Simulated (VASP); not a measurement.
Level of theory: optB88-vdW, VASP's PBE PAW potentials (set 64) (plane waves; VASP).

The input files of a VASP run:

File KPOINTS:
```
kpoints
0
G
 10 10 8
```

**INCAR**
```
# general
SYSTEM  =ZrB2
PREC    =Accurate
ENCUT   =520   # plane-wave cut-off (eV)
LREAL   =F
LASPH   =T   # aspherical one-centre terms

# electronic loop
EDIFF   =1E-6
NELM    =100
ALGO    =Normal
LMAXMIX =4   # l cut-off of mixed one-centre charges

# smearing
ISMEAR  =1
SIGMA   =0.1

# functional
GGA     =BO
LUSE_VDW=T
AGGAC   =0.0
PARAM1  =0.1833333333
PARAM2  =0.22

# ions
IBRION  =2   # conjugate gradients
NSW     =60
ISIF    =3   # ions, shape and volume
EDIFFG  =-0.02

# output
LWAVE   =F
LCHARG  =F
```

### POSCAR
```
ZrB2
1.0
  1.5773694155  -2.7320844331   0.0000000000
  1.5773694155   2.7320844331   0.0000000000
  0.0000000000   0.0000000000   3.5119726413
Zr B
1 2
direct
  0.0000000000   0.0000000000   0.0000000000
  0.3333330000   0.6666670000   0.5000000000
  0.6666670000   0.3333330000   0.5000000000
```

POTCAR, in this order: Zr_sv B (PBE.64 set). Program: vasp_std.

The resulting files:

**OUTCAR**
```
 ion  position               nearest neighbor table
   1  0.000  0.000  0.000-   2 2.53   3 2.53   2 2.53   3 2.53   3 2.53   3 2.53   2 2.53   2 2.53
                             3 2.53   3 2.53   2 2.53   2 2.53
   2  0.333  0.667  0.500-   3 1.82   3 1.82   3 1.82   1 2.53   1 2.53   1 2.53   1 2.53   1 2.53
                             1 2.53
   3  0.667  0.333  0.500-   2 1.82   2 1.82   2 1.82   1 2.53   1 2.53   1 2.53   1 2.53   1 2.53
                             1 2.53
  LATTYP: Found a hexagonal cell.
 ALAT       =     3.1547392321
 C/A-ratio  =     1.1132370643
 Subroutine PRICEL returns:
 Original cell was already a primitive cell.
 Subroutine GETGRP returns: Found 24 space group operations
The static configuration has the point symmetry D_6h.
The dynamic configuration has the point symmetry D_6h.
 Subroutine INISYM returns: Found 24 space group operations
 Subroutine IBZKPT returns following result:
 Found     70 irreducible k-points:

 Following reciprocal coordinates:
            Coordinates               Weight
  0.000000  0.000000  0.000000      1.000000
  0.100000  0.000000  0.000000      6.000000
  0.200000  0.000000  0.000000      6.000000
  0.300000  0.000000  0.000000      6.000000
...
```

File OSZICAR:
```
       N       E                     dE             d eps       ncg     rms          rms(c)
DAV:   1     0.118093875248E+03    0.11809E+03   -0.10059E+04  1820   0.138E+03
DAV:   2    -0.173648879404E+02   -0.13546E+03   -0.13083E+03  2093   0.338E+02
DAV:   3    -0.233911763127E+02   -0.60263E+01   -0.59905E+01  2982   0.624E+01
DAV:   4    -0.235135267315E+02   -0.12235E+00   -0.12230E+00  2256   0.840E+00
DAV:   5    -0.235166634924E+02   -0.31368E-02   -0.31366E-02  2847   0.101E+00    0.218E+01
DAV:   6    -0.207170132326E+02    0.27997E+01   -0.83709E+00  2135   0.202E+01    0.878E+00
DAV:   7    -0.206938854443E+02    0.23128E-01   -0.91364E-01  2766   0.616E+00    0.326E+00
DAV:   8    -0.206995995298E+02   -0.57141E-02   -0.10672E-01  2223   0.316E+00    0.765E-01
DAV:   9    -0.206962047788E+02    0.33948E-02   -0.18165E-02  2301   0.113E+00    0.125E-01
DAV:  10    -0.206961896651E+02    0.15114E-04   -0.77858E-04  2313   0.241E-01    0.464E-02
DAV:  11    -0.206962073899E+02   -0.17725E-04   -0.36045E-05  2327   0.694E-02    0.177E-02
DAV:  12    -0.206962078186E+02   -0.42872E-06   -0.49545E-06  2218   0.247E-02
   1 F= -.20696208E+02 E0= -.20696150E+02  d E =-.206962E+02
       N       E                     dE             d eps       ncg     rms          rms(c)
DAV:   1    -0.209608388347E+02   -0.26463E+00   -0.90192E+00  1991   0.338E+01    0.634E+00
DAV:   2    -0.207174611989E+02    0.24338E+00   -0.85075E-01  2022   0.106E+01    0.169E+00
DAV:   3    -0.206854266305E+02    0.32035E-01   -0.17748E-01  2806   0.347E+00    0.610E-01
DAV:   4    -0.206896635509E+02   -0.42369E-02   -0.11198E-02  2740   0.740E-01    0.322E-01
DAV:   5    -0.206930883137E+02   -0.34248E-02   -0.74590E-03  2763   0.568E-01    0.228E-01
DAV:   6    -0.206935930447E+02   -0.50473E-03   -0.46198E-04  2895   0.179E-01    0.650E-02
DAV:   7    -0.206936314950E+02   -0.38450E-04   -0.45427E-05  2565   0.633E-02    0.207E-02
DAV:   8    -0.206936343647E+02   -0.28698E-05   -0.86594E-06  2799   0.323E-02    0.558E-03
DAV:   9    -0.206936346489E+02   -0.28415E-06   -0.17953E-07  1055   0.537E-03
   2 F= -.20693635E+02 E0= -.20693567E+02  d E =0.257317E-02
       N       E                     dE             d eps       ncg     rms          rms(c)
DAV:   1    -0.207862815899E+02   -0.92647E-01   -0.25257E+00  1991   0.176E+01    0.340E+00
DAV:   2    -0.207153709847E+02    0.70911E-01   -0.19609E-01  2025   0.515E+00    0.883E-01
DAV:   3    -0.207073367417E+02    0.80342E-02   -0.59344E-02  2810   0.202E+00    0.399E-01
DAV:   4    -0.207087090581E+02   -0.13723E-02   -0.31737E-03  2419   0.433E-01    0.159E-01
DAV:   5    -0.207095397312E+02   -0.83067E-03   -0.23296E-03  2751   0.327E-01    0.147E-01
DAV:   6    -0.207097633345E+02   -0.22360E-03   -0.21331E-04  2955   0.114E-01    0.428E-02
DAV:   7    -0.207097752306E+02   -0.11896E-04   -0.25639E-05  2354   0.506E-02    0.746E-03
DAV:   8    -0.207097755753E+02   -0.34474E-06   -0.64976E-07  1193   0.965E-03
   3 F= -.20709776E+02 E0= -.20709719E+02  d E =-.135678E-01
       N       E                     dE             d eps       ncg     rms          rms(c)
DAV:   1    -0.207124064470E+02   -0.26312E-02   -0.13345E-01  1910   0.370E+00    0.258E-01
DAV:   2    -0.207111710889E+02    0.12354E-02   -0.34713E-03  2070   0.503E-01    0.138E-01
DAV:   3    -0.207106790816E+02    0.49201E-03   -0.12271E-03  2090   0.312E-01    0.509E-02
DAV:   4    -0.207106819006E+02   -0.28190E-05   -0.41748E-05  2243   0.571E-02    0.177E-02
DAV:   5    -0.207106827798E+02   -0.87913E-06   -0.27691E-06  1926   0.173E-02
   4 F= -.20710683E+02 E0= -.20710606E+02  d E =-.907204E-03
```

OUTCAR:
```
------------------------ aborting loop because EDIFF is reached ----------------------------------------
  FORCE on cell =-STRESS in cart. coord.  units (eV):
  Direction    XX          YY          ZZ          XY          YZ          ZX
  --------------------------------------------------------------------------------------
  Total       -0.0055154     -0.0055154     -0.0039319      0.0000000      0.0000000     -0.0000000
  in kB       -0.2852353     -0.2852354     -0.2033444      0.0000000      0.0000000     -0.0000000
  external PRESSURE =      -0.2579383 kB  Pullay stress =       0.0000000 kB
  volume of cell :       30.98
      direct lattice vectors                 reciprocal lattice vectors
     1.583711604 -2.743069431 -0.000000000     0.315714047 -0.182277559  0.000000000
     1.583711604  2.743069431  0.000000000     0.315714047  0.182277559 -0.000000000
     0.000000000  0.000000000  3.565667245    -0.000000000 -0.000000000  0.280452418
 POSITION                                       TOTAL-FORCE (eV/Angst)
 -----------------------------------------------------------------------------------
      3.16742      0.00000      0.00000         0.000000      0.000000      0.000000
      1.58371      0.91436      1.78283        -0.000000      0.000000      0.000000
      1.58371     -0.91436      1.78283        -0.000000     -0.000000     -0.000000
 -----------------------------------------------------------------------------------
    total drift:                               -0.000000     -0.000000     -0.000000
  FREE ENERGIE OF THE ION-ELECTRON SYSTEM (eV)
  ---------------------------------------------------
  free  energy   TOTEN  =       -20.7106827798 eV

  energy  without entropy=      -20.7104537087  energy(sigma->0) =      -20.71060642

 reached required accuracy - stopping structural energy minimisation
```
(Selected blocks of OUTCAR.)

**CONTCAR**
```
ZrB2
   1.00000000000000
     1.5837116038190173   -2.7430694310378501   -0.0000000000000000
     1.5837116038190173    2.7430694310378501    0.0000000000000000
     0.0000000000000000    0.0000000000000000    3.5656672452020666
  Zr              B
     1     2
Direct
     1.0000000000000000    1.0000000000000000    0.0000000000000000
     0.3333330000000032    0.6666669999999968    0.5000000000000000
     0.6666669999999968    0.3333330000000032    0.5000000000000000
```

**OUTCAR**
```
 val. band max:       10.2761158097   @ k =   0.2000   0.2000   0.1250

 cond. band min:      10.3769528534   @ k =   0.0000   0.0000   0.2500


 Fermi energy:        10.2850513957

 k-point     1 :       0.0000    0.0000    0.0000
  band No.  band energies     occupation
      1     -38.4309      2.00000
      2     -16.6047      2.00000
      3     -16.0575      2.00000
      4     -16.0575      2.00000
      5      -2.2418      2.00000
      6       7.8177      2.00000
      7       7.8177      2.00000
      8       7.8434      2.00000
      9       7.9696      2.00000
     10      13.7036      0.00000
     11      13.7037      0.00000
     12      14.3349      0.00000
     13      14.3349      0.00000

 k-point     2 :       0.1000    0.0000    0.0000
  band No.  band energies     occupation
      1     -38.4201      2.00000
      2     -16.5887      2.00000
      3     -16.1510      2.00000
      4     -16.0778      2.00000
      5      -2.0454      2.00000
      6       7.2517      2.00000
      7       7.7631      2.00000
      8       7.8170      2.00000
      9       8.0361      2.00000
     10      13.4420      0.00000
     11      13.5837      0.00000
     12      13.8292      0.00000
     13      13.9981      0.00000

 k-point     3 :       0.2000    0.0000    0.0000
  band No.  band energies     occupation
      1     -38.3916      2.00000
      2     -16.5467      2.00000
      3     -16.3892      2.00000
      4     -16.1307      2.00000
      5      -1.4862      2.00000
      6       5.9955      2.00000
      7       7.3132      2.00000
      8       7.7577      2.00000
      9       8.3959      2.00000
     10      12.5273      0.00000
     11      13.2906      0.00000
     12      13.6188      0.00000
     13      14.2276      0.00000

 k-point     4 :       0.3000    0.0000    0.0000
  band No.  band energies     occupation
      1     -38.3561      2.00000
      2     -16.6713      2.00000
      3     -16.4943      2.00000
...
```

Energy and stress use the plane-wave basis of the starting cell.

The compound is ZrB2 in the AlB2 type structure. This run relaxes it. Symmetry was kept, so distortions that lower it aren't found. The start is the result of an earlier pass.
